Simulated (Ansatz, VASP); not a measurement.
## Cross-check of Sb (Antimony) between VASP and Ansatz

Wanted: the spread between two codes on one cell, functional and k mesh. The cell is taken from a series of runs on this material, whose earlier steps may have relaxed, scaled, displaced or heated it; both programs get it as it stands.

Method: plane waves, with VASP 6.6.1 beside it; zone-centre phonons at PBE, in Ansatz 0.2.0.

## (1) Set-up

It takes space group R-3m (No. 166, trigonal). The conventional cell has a = 4.375 Å, b = 4.375 Å, c = 11.535 Å, α = 90.00°, β = 90.00°, γ = 120.00°. Nearest to Sb lie 3 Sb at 2.95 Å.

## (2) Ansatz: zone-centre phonons, PBE

Ansatz runs on its default PAW (the set named soft_2) files.

Second derivatives magnify differences that forces hide, and they need a tight electronic threshold.

File input.yaml:

```yaml
crystal:
  lattice:
    - [2.1875994526, 1.2630111328, 3.8450237693]
    - [-2.1875994526, 1.2630111328, 3.8450237693]
    - [0.0, -2.5260222657, 3.8450237693]
  atoms:
    - { symbol: Sb, position: [0.2327328236, 0.2327328236, 0.2327328236] }
    - { symbol: Sb, position: [0.7672671764, 0.7672671764, 0.7672671764] }
kpoints:
  mp_grid: { grid: [15, 15, 15] }
hamiltonian:
  xc: pbe
scf:
  occupations: { method: methfessel_paxton, width: 0.2 }
output:
  eigenvalues: true
phonons:
  method: dfpt
```

The run is started by

```bash
> ansatz run input.yaml --threads 8 --pin off --max-ram 14336MiB --backend cpu --events-out ev --progress --plain --runs-dir out
```

Numbers of over 12 decimals in the logs are rounded to 6 here.

What it wrote:

```text
Engine: ansatz 0.2.0, x86_64-unknown-linux-gnu
Pseudopotentials: kind: paw
Pseudopotential: Sb, paw, valence charge 15, recommended cutoff 420 eV (normal), Sb.paw.azcp
Functional definition: PBE
  parameter kappa = 0.804
  parameter beta = 0.066725
  exchange = pbe_x(kappa = kappa, mu = beta*pi^2/3)
  correlation = pbe_c(beta = beta)
Crystal: 2 atoms, lattice volume = 63.742 Å³
Basis set: ecut = 420 eV, 1273 PW (Γ), exchange–correlation on 64×64×64 points (8 copies of the dense FFT grid, shifted against one another)
Bands: 19, of which v1, the nominal top of the filled ones, is band 15 counted from 1 (14 counted from 0)
Symmetry: 12 space group operations
k-points: 904 of 3375 (irreducible under 2 space group operations, time reversal used)
Non-local potential: Sb, projectors of the file, l = 0: 2, l = 1: 2, l = 2: 2, l = 3: 2
PAW form: soft (Blöchl's): semilocal exchange-correlation on the pseudo side does not see the compensation charge
PAW one-centre angular grid: Sb, 590 points (default); XC on 64 Gauss nodes
Initial density: superposition of atomic densities (neutral atoms: chi_scale 0, normalization atom), corrected by the library's trained network
Initial wavefunctions: pseudopotential atomic-orbital guess
Functional: x = pbe(κ = 0.804, μ = 0.219515), c = pbe(β = 0.066725)
SCF iter   1: F=—  HF=-12968.977362 eV  |F-HF|=—  |Δ(HF+E_count)|=         —  Δρ=1.79e-3  dr2=2.23e-3  ethr=1.77e-3  ⟨swp⟩=5.7  Hψ=83485  notcnv=0
preconditioner: auto → Kerker (q_TF=auto, 2.406 Å⁻¹)  [metal: Δε(μ)=0.055 eV  Ē_g=8.418 eV  σ=0.200 eV  W_gap=0.23  n_scr=14 (ndim 8)  ℏωp=14.7 eV  f_vac=0.004  D(μ)=0.08/eV (n_scr^D=0)]
SCF iter   2: F=—  HF=-12968.975729 eV  |F-HF|=—  |Δ(HF+E_count)|=   1.63e-3  S|Δr|=    0.00e0  Δρ=9.96e-4  dr2=5.57e-4  ethr=7.45e-6  ⟨swp⟩=2.8  Hψ=39146  notcnv=0
SCF iter   3: F=—  HF=-12968.975838 eV  |F-HF|=—  |Δ(HF+E_count)|=   1.09e-4  S|Δr|=    0.00e0  Δρ=3.33e-4  dr2=6.58e-5  ethr=1.86e-6  ⟨swp⟩=3.0  Hψ=30942  notcnv=0
SCF iter   4: F=—  HF=-12968.975847 eV  |F-HF|=—  |Δ(HF+E_count)|=   8.59e-6  S|Δr|=    0.00e0  Δρ=1.18e-4  dr2=1.09e-5  ethr=2.19e-7  ⟨swp⟩=3.0  Hψ=30769  notcnv=0
SCF iter   5: F=—  HF=-12968.975850 eV  |F-HF|=—  |Δ(HF+E_count)|=   3.03e-6  S|Δr|=    0.00e0  Δρ=3.18e-5  dr2=1.31e-6  ethr=3.63e-8  ⟨swp⟩=3.0  Hψ=31037  notcnv=0
SCF iter   6: F=—  HF=-12968.975851 eV  |F-HF|=—  |Δ(HF+E_count)|=   8.78e-7  S|Δr|=    0.00e0  Δρ=1.28e-5  dr2=1.11e-7  ethr=4.36e-9  ⟨swp⟩=2.0  Hψ=21734  notcnv=0
SCF iter   7: F=—  HF=-12968.975851 eV  |F-HF|=—  |Δ(HF+E_count)|=   4.50e-8  S|Δr|=    0.00e0  Δρ=2.96e-6  dr2=6.91e-9  ethr=3.71e-10  ⟨swp⟩=2.4  Hψ=31170  notcnv=0
SCF iter   8: F=—  HF=-12968.975851 eV  |F-HF|=—  |Δ(HF+E_count)|=   3.25e-9  S|Δr|=    0.00e0  Δρ=8.66e-7  dr2=9.91e-10  ethr=2.30e-11  ⟨swp⟩=3.0  Hψ=31816  notcnv=0
SCF iter   9: F=—  HF=-12968.975851 eV  |F-HF|=—  |Δ(HF+E_count)|=  3.22e-10  S|Δr|=    0.00e0  Δρ=3.25e-7  dr2=1.17e-10  ethr=3.30e-12  ⟨swp⟩=2.0  Hψ=21728  notcnv=0
SCF iter  10: F=-12968.975851 eV  HF=-12968.975851 eV  |F-HF|=1.82e-12  |Δ(HF+E_count)|=  7.64e-11  S|Δr|=    0.00e0  Δρ=8.23e-8  dr2=5.10e-12  ethr=1.00e-12  ⟨swp⟩=5.0  Hψ=75399  notcnv=0
SCF 1 converged in 10 iterations: F = -12968.975851 eV  dr2 = 5.10e-12
  greatest PAW one-centre occupation: 0.996 electrons in one spin orbital (limit 2), on the Sb atom at site 1 (counted from 0), in its partial waves of l = 2
DFPT response loops at Γ: preconditioner auto → Kerker (q_TF=auto, 2.406 Å⁻¹) (partly filled bands, converged f_vac=0.005); β = 1.00, the filter's whole step (`scf.mixing.beta` (0.50) is not read by the response loops under this deck's `scf.mixing.preconditioner`; to damp them name `kerker` or `kerker_dos`, under which they read `scf.mixing.beta`, and type it under 1.00, their step now; both keys bind the ground state too); Broyden in place of MSR1
SCF converged after 10 iterations
Stability not checked: this state was not tested for a lower state beside it, because cold or Methfessel-Paxton smearing, or corrected tetrahedra, fill the levels in a way that the test cannot read (fill_not_monotonic; see scf.lower_state_search)
Free energy (F): -12968.975851 eV
Harris-Foulkes:  -12968.975851 eV  (|F-HF|=1.82e-12)
Internal energy: -12968.978268 eV  (E = F + TS)
E sigma→0 (E₀):  -12968.976455 eV
Entropy (-TS):   0.002418 eV (1.209 meV/atom)
Fermi energy:    9.283752 eV
Step filling:    the computed levels leave a gap of 0.0445 eV = 0.2 smearing widths at the electron count; against every level under it full and every level over it empty, smearing changes F+E_penalty+E_count by +0.478 meV and its σ→0 estimate by -0.126 meV
--- Per-component energies (eV) ---
  E_band       = -359.462780
  E_kinetic    = 412.727881
  E_local      = -3279.977547  (includes V_loc(G=0)·N_el)
  E_nonlocal   = 724.001546
  E_hartree    = 1481.841815
  E_xc         = -276.358795
  E_vxc        = -191.755657  (∫ρ·V_xc dr)
  E_paw        = -9150.279077  (= ΣΔE_a)
  E_vpaw       = -988.142596  (= ΣTr[D̂ρ^β])
  E_aug_tail   = -0.000003  (compensation charges beyond the density's cutoff)
  E_ewald      = -2880.934088
  E_smearing   = 0.002418  (= −TS)
  E_closure    = -0.000000  (closes the sum)
  Σ components = -12968.975851   (vs F -12968.975851, Δ=0.00e0)
--- Band table (eV; the first three rows and the last of 904) ---
  k-point 0: bands = [... 11 lower, 4.2069, 7.3350, 7.6003, 7.6003, 11.2707, 11.8766, 11.8766, 14.5239]
  k-point 1: bands = [... 11 lower, 4.0207, 7.3601, 7.5869, 7.6470, 11.2649, 11.7393, 11.7717, 14.2597]
  k-point 2: bands = [... 11 lower, 3.5327, 7.3743, 7.5518, 7.8026, 11.1514, 11.4101, 11.4814, 13.9598]
  k-point 903: bands = [... 11 lower, 0.5955, 7.3004, 7.8755, 8.9768, 9.5779, 9.7486, 10.9550, 15.9271]
--- Phonons (Γ-DFPT): 2 representative perturbations + reference, on 904 of 3375 k-points (Σ response iterations 6) ---
  k mesh reduced under 2 symmetry operations, with k and −k counted as one. Each operation leaves every solved perturbation unchanged. A smaller set is not used because it would not reduce the number of displacements times k-points to solve
  ASR residual: 3.376e-5 → 0.000e0 eV/Å²; symmetrization residual: 6.321e-6 eV/Å²
  ASR residual per site (eV/Å²): 3.38e-5 3.38e-5
  Γ frequencies (cm⁻¹): 0.00 0.00 0.00 107.02 107.02 148.96
  non-analytic LO–TO correction: not included (Born effective charges unavailable; polar crystals: no LO–TO splitting at Γ)
```

In the SCF lines HF is the Harris–Foulkes energy and dr2 the Hartree energy of the density residual, in eV; the loop may stop once dr2 is under the threshold and the program's other checks hold. Hψ counts applications of the Hamiltonian.

## (3) VASP: zone-centre phonons, PBE

The same cell, functional, mesh and smearing now go to VASP, with its own data sets.

Lines of VASP's logs that name or quote its potential files are left out, and so is its time.

File INCAR:

```
SYSTEM = Sb
PREC = Accurate
ENCUT = 500
EDIFF = 1E-08
NELM = 120
ISMEAR = 1
SIGMA = 0.2
LREAL = .FALSE.
ALGO = Normal
GGA = PE
NBANDS = 11
LORBIT = 11
LWAVE = .FALSE.
LCHARG = .FALSE.
ISIF = 2
IBRION = 8
LASPH = .TRUE.
GGA_COMPAT = .FALSE.
KPAR = 2
```

File POSCAR:

```
Sb
1.0
    2.1875994526      1.2630111328      3.8450237693
   -2.1875994526      1.2630111328      3.8450237693
    0.0000000000     -2.5260222657      3.8450237693
Sb
2
Direct
    0.2327328236      0.2327328236      0.2327328236
    0.7672671764      0.7672671764      0.7672671764
```

File KPOINTS:

```
Automatic mesh
0
Gamma
15 15 15
0 0 0
```

PAW data sets: Sb (PBE family, release 64).

The run is started by

```bash
> mpirun -np 2 vasp_std
```

What it wrote:

```text
[banner, memory and clock lines left out]
running    2 mpi-ranks, on    1 nodes
 distrk:  each k-point on    1 cores,    2 groups
 distr:  one band on    1 cores,    1 groups

 POSCAR found type information on POSCAR Sb
 POSCAR found :  1 types and       2 ions
 LDA part: xc-table for (Slater+PW92), standard interpolation
 POSCAR, INCAR and KPOINTS ok, starting setup
 FFT: planning ... GRIDC
 FFT: planning ... GRID_SOFT
 FFT: planning ... GRID
 WAVECAR not read
 entering main loop
       N       E                     dE             d eps       ncg     rms          rms(c)
DAV:   1     0.343784814071E+02    0.34378E+02   -0.34972E+03  7568   0.688E+02
DAV:   2    -0.639178461287E+01   -0.40770E+02   -0.39551E+02 10186   0.109E+02
DAV:   3    -0.825488362008E+01   -0.18631E+01   -0.18437E+01  9173   0.263E+01
DAV:   4    -0.827265485708E+01   -0.17771E-01   -0.17766E-01  8569   0.302E+00
DAV:   5    -0.827287171457E+01   -0.21686E-03   -0.21686E-03  8815   0.378E-01    0.280E+00
DAV:   6    -0.827233503751E+01    0.53668E-03   -0.27569E-03  8603   0.373E-01    0.169E+00
DAV:   7    -0.827214689641E+01    0.18814E-03   -0.65213E-03  8225   0.569E-01    0.849E-02
DAV:   8    -0.827226541963E+01   -0.11852E-03   -0.25209E-04  8735   0.100E-01    0.272E-02
DAV:   9    -0.827229981053E+01   -0.34391E-04   -0.53111E-05  8252   0.469E-02    0.561E-03
DAV:  10    -0.827230035629E+01   -0.54576E-06   -0.68022E-06  8863   0.144E-02    0.184E-03
DAV:  11    -0.827230036317E+01   -0.68836E-08   -0.55542E-07  8381   0.519E-03    0.112E-03
DAV:  12    -0.827230064677E+01   -0.28361E-06   -0.86905E-08  8498   0.173E-03    0.203E-04
DAV:  13    -0.827230068852E+01   -0.41747E-07   -0.80854E-09  6024   0.572E-04    0.580E-05
DAV:  14    -0.827230068005E+01    0.84716E-08   -0.84653E-10  4255   0.224E-04
   1 F= -.82723007E+01 E0= -.82731164E+01  d E =0.244718E-02
 Linear response reoptimize wavefunctions to high precision
DAV:   1    -0.827230067867E+01    0.13798E-08   -0.99162E-11  4873   0.828E-05
DAV:   2    -0.827230067867E+01    0.14779E-11   -0.16877E-11  4075   0.339E-05
 Linear response DOF=           2
 Linear response progress:
  Degree of freedom:   1/  2
       N       E                     dE             d eps       ncg     rms          rms(c)
RMM:   1    -0.250200165567E-01   -0.25020E-01    0.26929E-02 75311   0.114E+00
RMM:   2    -0.248008578041E-01    0.21916E-03   -0.15118E-03 58482   0.230E-01    0.444E-02
RMM:   3    -0.247918686296E-01    0.89892E-05   -0.37948E-05 62040   0.395E-02    0.268E-02
RMM:   4    -0.248239199255E-01   -0.32051E-04   -0.15446E-05 61487   0.224E-02    0.240E-03
RMM:   5    -0.248341483321E-01   -0.10228E-04   -0.14329E-06 63399   0.375E-03    0.101E-03
RMM:   6    -0.248370055875E-01   -0.28573E-05   -0.21955E-07 63049   0.107E-03    0.337E-04
RMM:   7    -0.248364604302E-01    0.54516E-06    0.93034E-08 63848   0.361E-04    0.672E-05
RMM:   8    -0.248363382556E-01    0.12217E-06    0.64056E-08 64913   0.869E-05    0.151E-05
RMM:   9    -0.248363517464E-01   -0.13491E-07    0.25124E-08 64820   0.292E-05    0.212E-06
RMM:  10    -0.248363393183E-01    0.12428E-07    0.50785E-09 66629   0.525E-06    0.115E-06
RMM:  11    -0.248363429505E-01   -0.36322E-08    0.29095E-09 54630   0.319E-06    0.113E-07
 first order change of Fermi-energy  -0.32834E-04
 force on displaced ion       1 direction 1 :  -2.640   0.000   0.000
 Linear response progress:
  Degree of freedom:   2/  2
       N       E                     dE             d eps       ncg     rms          rms(c)
RMM:   1    -0.260473251504E-01   -0.26047E-01    0.24379E-02 14949   0.115E+00
RMM:   2    -0.253568503081E-01    0.69047E-03   -0.14473E-03 11783   0.230E-01    0.469E-02
RMM:   3    -0.252207536865E-01    0.13610E-03   -0.50040E-05 12596   0.442E-02    0.287E-02
RMM:   4    -0.251141328563E-01    0.10662E-03   -0.34675E-05 12293   0.287E-02    0.792E-03
RMM:   5    -0.251208150029E-01   -0.66821E-05   -0.91881E-07 12767   0.613E-03    0.301E-03
RMM:   6    -0.251239193718E-01   -0.31044E-05   -0.84799E-08 12810   0.151E-03    0.660E-04
RMM:   7    -0.251233089371E-01    0.61043E-06    0.58228E-10 12982   0.362E-04    0.272E-04
RMM:   8    -0.251233667501E-01   -0.57813E-07    0.20486E-09 12896   0.165E-04    0.563E-05
RMM:   9    -0.251233719974E-01   -0.52473E-08    0.18578E-11 13250   0.340E-05    0.146E-05
 first order change of Fermi-energy   0.65689E+00
 force on displaced ion       1 direction 3 :   0.000   0.000  -5.071
 Linear response finished
```

From OUTCAR (step 3):

```text
ion  position               nearest neighbor table
   1  0.233  0.233  0.233-   2 2.95   2 2.95   2 2.95   2 3.43   2 3.43   2 3.43
   2  0.767  0.767  0.767-   1 2.95   1 2.95   1 2.95   1 3.43   1 3.43   1 3.43

  LATTYP: Found a trigonal (rhomboedric) cell.
 ALAT       =     4.6005430411
 COS(alpha) =     0.5477824514

 Subroutine GETGRP returns: Found 12 space group operations
 (whereof 12 operations were pure point group operations)

The static configuration has the point symmetry D_3d.

 Found    344 irreducible k-points:

   k-points           NKPTS =    344   k-points in BZ     NKDIM =    344   number of bands    NBANDS=     11

   dimension x,y,z NGX =    36 NGY =   36 NGZ =   36
   dimension x,y,z NGXF=    72 NGYF=   72 NGZF=   72

   ENCUT  =  500.0 eV  36.75 Ry    6.06 a.u.   8.39  8.39  8.39*2*pi/ulx,y,z

   NELECT =      10.0000    total number of electrons

 k-points in reciprocal lattice and weights: Automatic mesh
   0.00000000  0.00000000  0.00000000       0.000
   0.06666667 -0.00000000  0.00000000       0.002
   0.13333333 -0.00000000  0.00000000       0.002
   0.20000000  0.00000000  0.00000000       0.002
   0.26666667 -0.00000000  0.00000000       0.002
   0.33333333  0.00000000  0.00000000       0.002
   0.40000000  0.00000000  0.00000000       0.002
   0.46666667  0.00000000  0.00000000       0.002
   0.06666667  0.06666667  0.00000000       0.002
[...]
0.46666667  0.46666667  0.46666667       0.001
  -0.46666667  0.46666667  0.46666667       0.002

 average (electrostatic) potential at core
       1 -86.4754       2 -86.4754

  Total        0.0222088      0.0222088      0.0069633      0.0000000     -0.0000000      0.0000000
  in kB        0.5582257      0.5582257      0.1750243      0.0000000     -0.0000000      0.0000000
  external PRESSURE =       0.4304919 kB  Pullay stress =       0.0000000 kB

  energy-cutoff  :      500.00
  volume of cell :       63.74
      direct lattice vectors                 reciprocal lattice vectors
     2.187599453  1.263011133  3.845023769     0.228561037  0.131959776  0.086692139
    -2.187599453  1.263011133  3.845023769    -0.228561037  0.131959776  0.086692139
     0.000000000 -2.526022266  3.845023769     0.000000000 -0.263919553  0.086692139

 POSITION                                       TOTAL-FORCE (eV/Angst)
 -----------------------------------------------------------------------------------
      0.00000     -0.00000      2.68459         0.000000     -0.000000      0.037731
      0.00000     -0.00000      8.85048         0.000000      0.000000     -0.037731
 -----------------------------------------------------------------------------------
    total drift:                               -0.000000      0.000000     -0.000000

 Eigenvectors and eigenvalues of the dynamical matrix
 ----------------------------------------------------

   1 f  =    4.511875 THz    28.348946 2PiTHz  150.499948 cm-1    18.659607 meV
             X         Y         Z           dx          dy          dz
      0.000000 -0.000000  2.684590    -0.000000   -0.000000    0.707107
      0.000000 -0.000000  8.850482     0.000000    0.000000   -0.707107

   2 f  =    3.255805 THz    20.456824 2PiTHz  108.601952 cm-1    13.464920 meV
             X         Y         Z           dx          dy          dz
      0.000000 -0.000000  2.684590     0.707107   -0.000018   -0.000000
      0.000000 -0.000000  8.850482    -0.707107    0.000018    0.000000

   3 f  =    3.255805 THz    20.456824 2PiTHz  108.601952 cm-1    13.464920 meV
             X         Y         Z           dx          dy          dz
      0.000000 -0.000000  2.684590     0.000018    0.707107    0.000000
      0.000000 -0.000000  8.850482    -0.000018   -0.707107   -0.000000

   4 f  =    0.000000 THz     0.000000 2PiTHz    0.000003 cm-1     0.000000 meV
             X         Y         Z           dx          dy          dz
      0.000000 -0.000000  2.684590    -0.000001    0.100565    0.699919
      0.000000 -0.000000  8.850482    -0.000001    0.100565    0.699919

   5 f  =    0.000000 THz     0.000000 2PiTHz    0.000001 cm-1     0.000000 meV
             X         Y         Z           dx          dy          dz
      0.000000 -0.000000  2.684590    -0.000022    0.699919   -0.100565
      0.000000 -0.000000  8.850482    -0.000022    0.699919   -0.100565

   6 f  =    0.000000 THz     0.000000 2PiTHz    0.000001 cm-1     0.000000 meV
             X         Y         Z           dx          dy          dz
      0.000000 -0.000000  2.684590     0.707107    0.000022   -0.000003
      0.000000 -0.000000  8.850482     0.707107    0.000022   -0.000003

 ELASTIC MODULI CONTR FROM IONIC RELAXATION (kBar)
 Direction    XX          YY          ZZ          XY          YZ          ZX
 --------------------------------------------------------------------------------
 XX        -107.6844    -49.5854   -141.7435      0.0000     85.7717     -0.0000
 YY         -49.5854   -107.6844   -141.7435     -0.0000    -85.7717      0.0000
 ZZ        -141.7435   -141.7435   -255.5002      0.0000      0.0000     -0.0000
 XY           0.0000     -0.0000      0.0000    -29.0495     -0.0000     82.9392
 YZ          85.7717    -85.7717      0.0000     -0.0000   -253.2498      0.0000
 ZX          -0.0000      0.0000     -0.0000     82.9392      0.0000   -236.7997
 --------------------------------------------------------------------------------
```

## (4) Comparison

Known differences besides the potentials themselves: the data sets hold 30 valence electrons in Ansatz (on its default PAW (the set named soft_2) files) and 10 in VASP; the cutoff is 420 eV in Ansatz and 500 eV in VASP. Total energies have different zeros and are not compared.

The two programs side by side:

| quantity | Ansatz | VASP | difference |
| --- | --- | --- | --- |
| optical mode 1 to 2 (cm⁻¹) | 107.0 | 108.6 | -1.46 % |
| optical mode 3 (cm⁻¹) | 149.0 | 150.5 | -1.02 % |

Modes are paired by rising frequency, not by their patterns, so a pair may set unlike modes beside each other; they are those without the splitting of longitudinal modes.

## (5) Summary of results

| Quantity | Value |
| --- | --- |
| r.m.s. difference of the optical zone-centre modes, each program's sorted by frequency (zone-centre phonons, PBE) | 1.6 cm⁻¹ |
| difference in optical mode 1 to 2 (zone-centre phonons, PBE) | -1.5 % |

In words: The r.m.s. difference of the optical zone-centre modes, each program's sorted by frequency is 1.6 cm⁻¹ (zone-centre phonons, PBE). The data sets hold unlike numbers of valence electrons (30 in Ansatz and 10 in VASP), so part of the differences comes from the potentials. Among the rows given in per cent, the largest difference of the zone-centre phonons, PBE pair is in optical mode 1 to 2, -1.5 %. How closely two codes agree says nothing of how well the functional describes the real material.

[Lines on the potential files, build, host, timing and source positions are cut from VASP's logs without a mark.]

[Logs are printed without paths, hosts, clocks, repeated set-up lines and the standing remarks that a program may print on its own settings, such as how far it seeks lower states.]

[Hosts, paths, dates, database ids (printed as entryN), source tags and the programs' standing remarks are cut or masked in the printed files.]
